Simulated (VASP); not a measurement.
The system is Mg.

```
CELL_PARAMETERS angstrom
3.20930 0.00000 0.00000
-1.60465 2.77934 0.00000
0.00000 0.00000 5.21030
ATOMIC_POSITIONS crystal
Mg 0.33333 0.66667 0.25000
Mg 0.66667 0.33333 0.75000
```

* Program: VASP 6.6.1
* Task: relaxation of cell and atoms
* Functional: PBEsol
* Potentials or basis: VASP PAW PBE potentials, release 64 (Mg)
* Cutoff: 600 eV
* k mesh: 15 × 15 × 7
* Occupations: methfessel-paxton, width 0.1 eV
* Spin: no spin polarisation

At the start: pressure -1.2 GPa; volume 23.24 Å³/atom.

Where does the relaxation end?

Over 8 steps the energy falls by 3.6 meV/atom and the volume is 22.49 Å³/atom (-3.2 %); space group P6_3/mmc (No. 194, to 0.05 Å).

Step by step:
| step | energy change (eV) | largest force (eV/Å) | pressure (GPa) | volume (Å³) |
| --- | --- | --- | --- | --- |
| 1 | 0.0000 | 0.0000 | -1.17 | 46.47 |
| 2 | -0.0064 | 0.0000 | -0.30 | 45.34 |
| 3 | -0.0069 | 0.0000 | 0.04 | 44.93 |
| 4 | -0.0069 | 0.0000 | 0.07 | 44.90 |
| 5 | -0.0070 | 0.0000 | 0.03 | 44.94 |
| 6 | -0.0071 | 0.0000 | -0.04 | 45.02 |
| 7 | -0.0071 | 0.0000 | -0.05 | 45.04 |
| 8 | -0.0071 | 0.0000 | 0.00 | 44.98 |

Final structure:
```
Mg
1.0
     3.19453    0.00000    0.00000
    -1.59726    2.76654    0.00000
     0.00000    0.00000    5.08900
Mg
2
Direct
  0.33333 0.66667 0.25000
  0.66667 0.33333 0.75000
```

Caveat: the PAW data sets were made with another functional, which shifts forces and pressure a little.
